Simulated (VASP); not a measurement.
SiO2:

```xyz
12
Lattice="5.0746 0.0000 0.0000 0.0000 5.0746 0.0000 0.0000 0.0000 7.0853" Properties=species:S:1:pos:R:3 pbc="T T T"
Si    3.5769    3.5769    3.5426
Si    4.0351    1.0396    5.3139
Si    1.0396    4.0351    1.7713
Si    1.4977    1.4977    0.0000
O     4.5897    3.8526    2.3023
O     0.4849    1.2221    5.8449
O     3.8526    4.5897    4.7829
O     1.3152    3.0222    0.5310
O     1.2221    0.4849    1.2403
O     2.0524    3.7594    3.0116
O     3.0222    1.3152    6.5543
O     3.7594    2.0524    4.0736
```

The cell is a database's computed one.

Program: VASP 6.6.1. Alike in all runs: no spin polarisation; cell as given; cutoff (eV) 450; smearing gaussian 0.02 eV. Hardware: 8 MPI ranks on AMD EPYC 9R45 (Zen 5), on a shared host.

Task: Order these runs on this cell by their wall time, lowest first.
A. task dielectric tensor; level PBE; potentials or basis VASP PAW PBE potentials, release 64 (Si, O); k mesh 7 × 7 × 5
B. task band structure; level LDA; potentials or basis VASP PAW LDA potentials, release 64 (Si, O); k mesh 8 × 8 × 6
C. task band structure; level r2SCAN; potentials or basis VASP PAW PBE potentials, release 64 (Si, O); k mesh 8 × 8 × 6
D. task band structure; level PBE0; potentials or basis VASP PAW PBE potentials, release 64 (Si, O); k mesh 6 × 6 × 4; grid for exact exchange (PRECFOCK) Fast; exchange at q = 0 truncated

Result: B (82 s), C (330 s), A (820 s), D (11000 s).
